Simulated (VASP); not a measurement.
```xyz
2
Lattice="3.0341 0.0000 0.0000 0.0000 3.0341 0.0000 0.0000 0.0000 3.0341" Properties=species:S:1:pos:R:3 pbc="T T T"
Si     0.0000     0.0000     0.0000
Ge     1.5171     1.5171     1.5171
```

These are PBEsol GGA, VASP's PBE PAW potentials (set 64) (plane waves; VASP 6.6.1) values and carry that method's errors. Numerical set-up: 500 eV cut-off, 12×12×12 Γ-centred mesh, first-order Methfessel-Paxton smearing of 0.10 eV, potentials Si Ge_d.

Energy and stress use the plane-wave basis of the starting cell.

Q: The ions, cell shape and volume at an external pressure of 30.0 GPa are relaxed. What does this cell relax into?

A: 
```xyz
2
Lattice="2.9817 0.0000 0.0000 0.0000 2.9817 0.0000 0.0000 0.0000 2.9817" Properties=species:S:1:pos:R:3 pbc="T T T"
Si     0.0000     2.9817     0.0000
Ge     1.4909     1.4909     1.4909
```
Space group Pm-3m (221), at a tolerance of 0.03 Å.

Q: How do energy and volume change from the first to the last step?

A: The energy (σ→0) changes by +109.2 meV/atom and the volume by -5.1 %, in 10 ionic steps.

The structure was generated: SiGe was put into the CsCl type type (Pm-3m), which need not be its known phase. This run relaxes it under an external pressure of 30 GPa. Symmetry was kept, so distortions that lower it aren't found. VASP warned that the highest band is occupied, so more bands are needed.
